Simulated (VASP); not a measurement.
```xyz
2
Lattice="0.0000 2.2040 2.2040 2.2040 0.0000 2.2040 2.2040 2.2040 0.0000" Properties=species:S:1:pos:R:3 pbc="T T T"
B      0.0000     0.0000     0.0000
As     2.2040     2.2040     2.2040
```

Method: PBEsol GGA, VASP's PBE PAW potentials (set 64) (plane waves; VASP). Numerical set-up: 620 eV cut-off, 14×14×14 Γ-centred mesh, first-order Methfessel-Paxton smearing of 0.10 eV, potentials B As.

Problem. Estimate the energy per atom (σ→0), pressure, band gap (on the k-mesh) with the smallest direct gap where there is one.

Solution. 
```yaml
band gap (on the k-mesh): none (metal, semimetal or under 0.01 eV)
energy per atom (σ→0): -5.199 eV/atom
pressure: 19.91 GPa
```

Only differences to runs with the same potentials and settings are physical.

The structure was generated: BAs was put into the rock salt type (Fm-3m), which need not be its known phase. It was relaxed first under an external pressure of 20 GPa.
